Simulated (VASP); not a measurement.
# C (Diamond): time-dependent DFT spectra, part 3 of 4

Aim: the absorption of C (Diamond) from time-dependent DFT with and without exact exchange. The cell has space group Fd-3m. The start is a cell from a database of measured crystal structures.

VASP 6.6.1, plane waves and PAW; the level of theory is named at each step.

So far, lowest excitation (eV): step 4 (casida equation on LDA, time-dependent LDA, Casida form) 5.53; step 5 (random-phase approximation on LDA, RPA spectrum on LDA) 5.54.

### 9. Casida equation on B3LYP

This step: time-dependent B3LYP, Casida form; plane waves and PAW (C) (VASP 6.6.1).

The Casida equation, in the Tamm-Dancoff approximation (ANTIRES = 0), couples the pairs by a local exchange-correlation kernel and by exact exchange, which attracts electron and hole.

File INCAR:

```
SYSTEM = C
PREC = Accurate
ENCUT = 420
ISMEAR = 0
SIGMA = 0.01
LREAL = .FALSE.
LHFCALC = .TRUE.
AEXX = 0.2
GGA = B3
AGGAX = 0.72
AGGAC = 0.81
ALDAC = 0.19
LASPH = .TRUE.
NBANDS = 20
PRECFOCK = Fast
ALGO = TDHF
NBANDSO = 4
NBANDSV = 4
OMEGAMAX = 25
NEDOS = 1000
CSHIFT = 0.1
LWAVE = .FALSE.
LCHARG = .FALSE.
ANTIRES = 0
LFXC = .TRUE.
LADDER = .TRUE.
```

File POSCAR:

```
C
1.0
    0.0000000000      1.7833700000      1.7833700000
    1.7833700000      0.0000000000      1.7833700000
    1.7833700000      1.7833700000      0.0000000000
C
2
Direct
    0.7500000000      0.7500000000      0.7500000000
    0.5000000000      0.5000000000      0.5000000000
```

File KPOINTS:

```
Automatic mesh
0
Gamma
6 6 6
0 0 0
```

Potentials, in the order of the species: C (PBE family, release 64).

The run starts from files that an earlier step left in the folder.

Command:

```sh
mpirun -np 4 vasp_std
```

What it wrote:

```text
[banner, memory and clock lines left out]
 LDA part: xc-table for (Slater(with rela. corr.)+VWN3), standard interpolation
 found WAVECAR, reading the header
 POSCAR, INCAR and KPOINTS ok, starting setup
 FFT: planning ... GRIDC
 FFT: planning ... GRID_SOFT
 FFT: planning ... GRID
 reading WAVECAR
 the WAVECAR file was read successfully
 initial charge from wavefunction
 available memory per node:    182.58 GB, setting MAXMEM to    186959

 The Fermi energy was updated, please check that it is located mid-gap
 values below the HOMO (VB) or above the LUMO (CB) will cause erroneous energies
 E-fermi :  12.0140

 the WAVEDER file was read successfully
 responsefunction array rank=     132
 LDA part: xc-table for (Slater(with rela. corr.)+VWN3), standard interpolation

 Doing            0  frequencies on each core in blocks of            0
 parallelization over k-points
 Using distributed matrix
 Using distributed eigensolver
 allocating two-electron 4 orbital integral table    4    4    4    4
 BSE setting up matrix
 available memory per node:    182.55 GB, setting MAXMEM to    186930
 Calculate matrix elements of the BSE Hamiltonian:
 Workload is divided into blocks of two-electron 4 orbital integrals computed in
  parallel.
 Each block/integral has dimensions  of (   4,   4,   4,   4) orbitals
 Total number of blocks/integrals:                23436
 Number of spins:                                     1
 Number of kpoints:                                 216
 Spin channel:                                        1
  Number of blocks of unoccupied bands:               1
  Number of blocks of occupied bands:                 1
 Number of rows/columns of blocks:                  216

                                                        Time (sec)
               Integrals                 Ranks       Real         CPU
  [         1 -        864/     23436]     4         0.44        0.00
  [       865 -       1728/     23436]     4         0.89        0.00
  [      1729 -       2592/     23436]     4         1.33        0.00
  [      2593 -       3456/     23436]     4         1.78        0.00
  [      3457 -       4320/     23436]     4         2.22        0.00
  [      4321 -       5184/     23436]     4         2.66        0.00
  [      5185 -       6048/     23436]     4         3.11        0.00
  [      6049 -       6912/     23436]     4         3.55        0.00
  [      6913 -       7776/     23436]     4         4.00        0.00
  [      7777 -       8640/     23436]     4         4.44        0.00
  [      8641 -       9504/     23436]     4         4.88        0.00
  [      9505 -      10368/     23436]     4         5.33        0.00
  [     10369 -      11232/     23436]     4         5.77        0.00
  [     11233 -      12096/     23436]     4         6.21        0.00
  [     12097 -      12960/     23436]     4         6.65        0.00
  [     12961 -      13824/     23436]     4         7.09        0.00
  [     13825 -      14688/     23436]     4         7.54        0.00
  [     14689 -      15552/     23436]     4         7.97        0.00
  [     15553 -      16416/     23436]     4         8.43        0.00
  [     16417 -      17280/     23436]     4         8.87        0.00
  [     17281 -      18144/     23436]     4         9.31        0.00
  [     18145 -      19008/     23436]     4         9.73        0.00
  [     19009 -      19872/     23436]     4        10.14        0.00
  [     19873 -      20736/     23436]     4        10.56        0.00
  [     20737 -      21600/     23436]     4        11.00        0.00
  [     21601 -      22464/     23436]     4        11.45        0.00
  [     22465 -      23328/     23436]     4        11.90        0.00
  [     23329 -      23436/     23436]     4        12.00        0.00

[... 5 parts as in an earlier step ...]
```

Wall time 17 s (4 MPI ranks of AMD EPYC 7R43, shared host); peak memory 0.6 GiB; 65 s of CPU time.

From OUTCAR (step 9):

```text
   NELECT =       8.0000    total number of electrons

 E-fermi :  12.0140

[... 9 parts as in an earlier step ...]

[... 1 further part left out ...]
```

This step gave:

- lowest excitation: 6.845 eV

The imaginary dielectric function, xx has structure finer than the step of the table below, so its rows give means over 0.5 eV, whole bins alone (the curve runs from 0 to 25 eV). Peaks (eV: height): 8.83: 18.2, 9.26: 14.1, 10.96: 19.8, 11.34: 25.0, 12.26: 43.5, 16.39: 9.01, 17.67: 8.45.

From 4 filled and 4 empty bands alone, without any pair above OMEGAMAX = 25 eV, so strength is missing wherever others contribute; lines are broadened by CSHIFT, which also makes the tail under the first line. The imaginary dielectric function, xx by photon energy; means over each step:

photon energy (eV), imaginary dielectric function, xx and a bar:
```
      0.5        0.0 
      1.0        0.0 
      1.5        0.0 
      2.0        0.0 
      2.5        0.0 
      3.0        0.0 
      3.5        0.0 
      4.0        0.0 
      4.5        0.1 
      5.0        0.1 
      5.5        0.1 
      6.0        0.2 
      6.5        1.2 ##
      7.0        3.6 #####
      7.5        0.5 #
      8.0        0.6 #
      8.5        3.2 ####
      9.0       10.3 ##############
      9.5        6.4 #########
     10.0        3.4 #####
     10.5        5.3 #######
     11.0       13.2 ##################
     11.5       15.4 #####################
     12.0       21.5 ##############################
     12.5       20.0 ############################
     13.0        3.4 #####
     13.5        1.5 ##
     14.0        3.0 ####
     14.5        2.0 ###
     15.0        2.4 ###
     15.5        2.6 ####
     16.0        4.7 #######
     16.5        6.3 #########
     17.0        4.2 ######
     17.5        5.8 ########
     18.0        2.6 ####
     18.5        1.6 ##
     19.0        0.7 #
     19.5        0.7 #
     20.0        0.5 #
     20.5        1.1 ##
     21.0        0.8 #
     21.5        0.4 #
     22.0        0.2 
     22.5        0.5 #
     23.0        0.2 
     23.5        0.4 #
     24.0        0.3 
     24.5        0.1
```

Some of the lowest 40 states alone, with states under 2.5 meV apart joined, scaled to the strongest line shown. Exciton lines, with heights relative to the strongest:

```
position (eV)  lines merged  oscillator strength
        6.845             3                  0.0
        6.848             3                   49
        6.855             2                  0.0
        6.884             1                  0.0
        8.591             2                  0.0
        8.594             3                  0.0
        8.643             1                  0.0
        8.825             6                  100
        8.846             3                  0.0
        8.851             3                  0.0
        9.270             3                   72
        9.294             3                  0.0
```

The lowest excitation lies at 6.845 eV, -626 meV against the direct gap of these orbitals, a distance that this coarse mesh makes far too large. It is dark; the first state with over 2 % of the strongest strength among the lowest 40 lies at 6.848 eV. Peak heights aren't converged with the mesh, least of all at the onset.

### 10. Random-phase approximation on B3LYP

This step: RPA spectrum on B3LYP; plane waves and PAW (C) (VASP 6.6.1).

With the exchange-correlation kernel off, only the local fields remain: the random-phase approximation.

Changes to INCAR since step 9:

```diff
@@ -24,3 +24,3 @@
 ANTIRES = 0
-LFXC = .TRUE.
-LADDER = .TRUE.
+LFXC = .FALSE.
+LADDER = .FALSE.
```

POSCAR is that of step 9.

KPOINTS is that of step 9.

Command:

```sh
mpirun -np 4 vasp_std
```

What it wrote:

```text
[banner, memory and clock lines left out]
 LDA part: xc-table for (Slater(with rela. corr.)+VWN3), standard interpolation
 found WAVECAR, reading the header
 POSCAR, INCAR and KPOINTS ok, starting setup
 FFT: planning ... GRIDC
 FFT: planning ... GRID_SOFT
 FFT: planning ... GRID
 reading WAVECAR
 the WAVECAR file was read successfully
 initial charge from wavefunction
 available memory per node:    182.49 GB, setting MAXMEM to    186874

 Doing            0  frequencies on each core in blocks of            0
 parallelization over k-points
 Using distributed matrix
 Using distributed eigensolver
 allocating two-electron 4 orbital integral table    4    4    4    4
 BSE setting up matrix
 available memory per node:    182.40 GB, setting MAXMEM to    186782
 Calculate matrix elements of the BSE Hamiltonian:
 Workload is divided into blocks of two-electron 4 orbital integrals computed in
  parallel.
 Each block/integral has dimensions  of (   4,   4,   4,   4) orbitals
 Total number of blocks/integrals:                23436
 Number of spins:                                     1
 Number of kpoints:                                 216
 Spin channel:                                        1
  Number of blocks of unoccupied bands:               1
  Number of blocks of occupied bands:                 1
 Number of rows/columns of blocks:                  216

                                                        Time (sec)
               Integrals                 Ranks       Real         CPU
  [         1 -        864/     23436]     4         0.29        0.00
  [       865 -       1728/     23436]     4         0.58        0.00
  [      1729 -       2592/     23436]     4         0.86        0.00
  [      2593 -       3456/     23436]     4         1.15        0.00
  [      3457 -       4320/     23436]     4         1.44        0.00
  [      4321 -       5184/     23436]     4         1.73        0.00
  [      5185 -       6048/     23436]     4         2.02        0.00
  [      6049 -       6912/     23436]     4         2.30        0.00
  [      6913 -       7776/     23436]     4         2.59        0.00
  [      7777 -       8640/     23436]     4         2.88        0.00
  [      8641 -       9504/     23436]     4         3.16        0.00
  [      9505 -      10368/     23436]     4         3.45        0.00
  [     10369 -      11232/     23436]     4         3.74        0.00
  [     11233 -      12096/     23436]     4         4.03        0.00
  [     12097 -      12960/     23436]     4         4.31        0.00
  [     12961 -      13824/     23436]     4         4.60        0.00
  [     13825 -      14688/     23436]     4         4.88        0.00
  [     14689 -      15552/     23436]     4         5.17        0.00
  [     15553 -      16416/     23436]     4         5.45        0.00
  [     16417 -      17280/     23436]     4         5.73        0.00
  [     17281 -      18144/     23436]     4         6.02        0.00
  [     18145 -      19008/     23436]     4         6.31        0.00
  [     19009 -      19872/     23436]     4         6.60        0.00
  [     19873 -      20736/     23436]     4         6.88        0.00
  [     20737 -      21600/     23436]     4         7.17        0.00
  [     21601 -      22464/     23436]     4         7.46        0.00
  [     22465 -      23328/     23436]     4         7.74        0.00
  [     23329 -      23436/     23436]     4         7.82        0.00

[... 7 parts as in an earlier step ...]
```

Elapsed: 13 s, on 4 MPI ranks; peak memory 0.61 GiB.

OUTCAR, selected parts (step 10):

```text
   NELECT =       8.0000    total number of electrons

 E-fermi :  12.0140

[... 9 parts as in an earlier step ...]

[... 1 further part left out ...]
```

Numbers from this step:

```yaml
lowest_excitation: 7.473 eV
```

The imaginary dielectric function, xx has structure finer than the step of the table below, so its rows give means over 1 eV, whole bins alone (the curve runs from 0 to 25 eV). Peaks (eV: height): 10.0: 10.6, 12.0: 13.9, 13.3: 49.5, 18.5: 14.5, 19.2: 11.1.

From 4 filled and 4 empty bands alone, without any pair above OMEGAMAX = 25 eV, so strength is missing wherever others contribute; lines are broadened by CSHIFT, which also makes the tail under the first line. Table of imaginary dielectric function, xx by photon energy; means over each step:

```csv
photon energy (eV),"imaginary dielectric function, xx"
1,0.00433
2,0.00910
3,0.0150
4,0.0230
5,0.0362
6,0.0683
7,0.970
8,0.817
9,1.45
10,5.01
11,2.01
12,7.29
13,18.5
14,7.18
15,3.87
16,2.01
17,5.36
18,6.03
19,8.11
20,1.75
21,1.65
22,1.58
23,0.655
24,0.804
```

The lowest excitation lies at 7.473 eV, +2 meV against the direct gap of these orbitals. It is dark; the first state with over 2 % of the strongest strength among the lowest 40 lies at 7.477 eV. Peak heights aren't converged with the mesh, least of all at the onset.

### 11. Ground state at PBE0

This step: PBE0; plane waves and PAW (C) (VASP 6.6.1).

The orbitals come from a self-consistent PBE0 run. EDIFF is tight for accurate orbitals, and a narrow smearing avoids fractional occupations.

File INCAR:

```
SYSTEM = C
PREC = Accurate
ENCUT = 420
EDIFF = 1E-08
NELM = 100
ISMEAR = 0
SIGMA = 0.01
LREAL = .FALSE.
ALGO = Normal
LHFCALC = .TRUE.
AEXX = 0.25
GGA = PE
LASPH = .TRUE.
NBANDS = 10
PRECFOCK = Fast
LORBIT = 11
LWAVE = .TRUE.
LCHARG = .FALSE.
KPAR = 4
```

POSCAR is that of step 10.

KPOINTS is that of step 10.

Command:

```sh
mpirun -np 4 vasp_std
```

What it wrote:

```text
[banner, memory and clock lines left out]
running    4 mpi-ranks, on    1 nodes
 distrk:  each k-point on    1 cores,    4 groups
 distr:  one band on    1 cores,    1 groups

 POSCAR found type information on POSCAR C
 POSCAR found :  1 types and       2 ions
 LDA part: xc-table for (Slater+PW92), standard interpolation
 found WAVECAR, reading the header
 POSCAR, INCAR and KPOINTS ok, starting setup
 FFT: planning ... GRIDC
 FFT: planning ... GRID_SOFT
 FFT: planning ... GRID
 reading WAVECAR
 the WAVECAR file was read successfully
 initial charge from wavefunction
 entering main loop
       N       E                     dE             d eps       ncg     rms          rms(c)
DAV:   1    -0.221370606676E+02   -0.22137E+02   -0.61629E-01   324   0.707E+00    0.103E+00
DAV:   2    -0.221407847906E+02   -0.37241E-02   -0.73224E-03   342   0.658E-01    0.663E-01
DAV:   3    -0.221401475246E+02    0.63727E-03   -0.34187E-04   334   0.156E-01    0.370E-01
DAV:   4    -0.221399255101E+02    0.22201E-03   -0.75835E-05   330   0.816E-02    0.206E-01
DAV:   5    -0.221398550595E+02    0.70451E-04   -0.21616E-05   336   0.447E-02    0.116E-01
DAV:   6    -0.221398330911E+02    0.21968E-04   -0.67007E-06   362   0.253E-02    0.653E-02
DAV:   7    -0.221398264946E+02    0.65965E-05   -0.21942E-06   350   0.146E-02    0.369E-02
DAV:   8    -0.221398246843E+02    0.18104E-05   -0.74911E-07   356   0.853E-03    0.210E-02
DAV:   9    -0.221398242979E+02    0.38643E-06   -0.26347E-07   348   0.505E-03    0.119E-02
DAV:  10    -0.221398242925E+02    0.53866E-08   -0.94745E-08   356   0.302E-03
   1 F= -.22139824E+02 E0= -.22139824E+02  d E =-.176664E-48
 writing wavefunctions
```

It took 19 s on 4 MPI ranks; peak memory 0.33 GiB.

Parts of OUTCAR (step 11):

```text
   NELECT =       8.0000    total number of electrons

 E-fermi :   8.8293

 k-point     1 :       0.0000    0.0000    0.0000
  band No.  band energies     occupation
      1     -14.8508      2.00000
      2       8.7279      2.00000
      3       8.7279      2.00000
      4       8.7279      2.00000
      5      16.4672      0.00000
      6      16.4672      0.00000
      7      16.4673      0.00000
      8      24.7837      0.00000
      9      30.3754      0.00000
    ...

 POSITION                                       TOTAL-FORCE (eV/Angst)
 -----------------------------------------------------------------------------------
      2.67505      2.67505      2.67505        -0.000000     -0.000000      0.000000
      1.78337      1.78337      1.78337         0.000000      0.000000      0.000000
 -----------------------------------------------------------------------------------
    total drift:                               -0.000000      0.000000     -0.000000

  FREE ENERGIE OF THE ION-ELECTRON SYSTEM (eV)
  ---------------------------------------------------
  free  energy   TOTEN  =       -22.1398242925 eV

  energy  without entropy=      -22.1398242925  energy(sigma->0) =      -22.13982429

[... 10 parts as in an earlier step ...]

[... 8 further parts left out ...]
```

This step gave:

```
free energy (TOTEN)            : -22.14 eV
Fermi energy                   : 8.829 eV
gap on the k-mesh              : 6.095 eV
least direct gap on the k-mesh : 7.739 eV
```

### 12. Empty bands, functional PBE0

ALGO = Exact diagonalises the converged Hamiltonian in one step, and LOPTICS writes the k-derivatives of the orbitals (WAVEDER), which give the transition dipoles.

File INCAR:

```
SYSTEM = C
PREC = Accurate
ENCUT = 420
ISMEAR = 0
SIGMA = 0.01
LREAL = .FALSE.
LHFCALC = .TRUE.
AEXX = 0.25
GGA = PE
LASPH = .TRUE.
NBANDS = 20
PRECFOCK = Fast
ALGO = Exact
NELM = 1
LWAVE = .TRUE.
LCHARG = .FALSE.
LOPTICS = .TRUE.
NEDOS = 1000
CSHIFT = 0.1
```

POSCAR is that of step 11.

KPOINTS is that of step 11.

The run starts from files that an earlier step left in the folder.

Command:

```sh
mpirun -np 4 vasp_std
```

What it wrote:

```text
[banner, memory and clock lines left out]
running    4 mpi-ranks, on    1 nodes
[...]
LDA part: xc-table for (Slater+PW92), standard interpolation
 found WAVECAR, reading the header
  number of bands has changed, file:    10 present:    20
  trying to continue reading WAVECAR, but it might fail
 POSCAR, INCAR and KPOINTS ok, starting setup
[...]
reading WAVECAR
 random initialization beyond band           10
 the WAVECAR file was read successfully
 initial charge from wavefunction
 entering main loop
       N       E                     dE             d eps       ncg     rms          rms(c)
DIA:   1    -0.221398245459E+02   -0.22140E+02    0.00000E+00     0   0.000E+00
   1 F= -.22139825E+02 E0= -.22139825E+02  d E =-.379422E-12
 writing wavefunctions
 optical routines
 imaginary and real dielectric function
 recalculating local potential from charge density
 direction            1
 direction            2
 direction            3
```

Wall time 46 s (4 MPI ranks); peak memory 0.32 GiB; 3 min of CPU time.

Parts of OUTCAR (step 12):

```text
 POSITION                                       TOTAL-FORCE (eV/Angst)
 -----------------------------------------------------------------------------------
      2.67505      2.67505      2.67505        -0.000000     -0.000000      0.000000
      1.78337      1.78337      1.78337         0.000000      0.000000     -0.000000
 -----------------------------------------------------------------------------------
    total drift:                               -0.000000      0.000000     -0.000000

  FREE ENERGIE OF THE ION-ELECTRON SYSTEM (eV)
  ---------------------------------------------------
  free  energy   TOTEN  =       -22.1398245459 eV

  energy  without entropy=      -22.1398245459  energy(sigma->0) =      -22.13982455

[... 2 parts as in an earlier step ...]

[... 1 further part left out ...]
[key lines of the parts left out:]
E-fermi :   8.7721
```

(Part 3 of 4 ends here.)

[Lines on the potential files, build, host, timing and source positions are cut from VASP's logs without a mark.]

[Logs are printed without paths, hosts, clocks, repeated set-up lines and the standing remarks that a program may print on its own settings, such as how far it seeks lower states.]

[Hosts, paths, dates, database ids (printed as entryN), source tags and the programs' standing remarks are cut or masked in the printed files.]

[Pressures printed for these runs are not shown converged in the cutoff: they can be off by several GPa and have the wrong sign.]
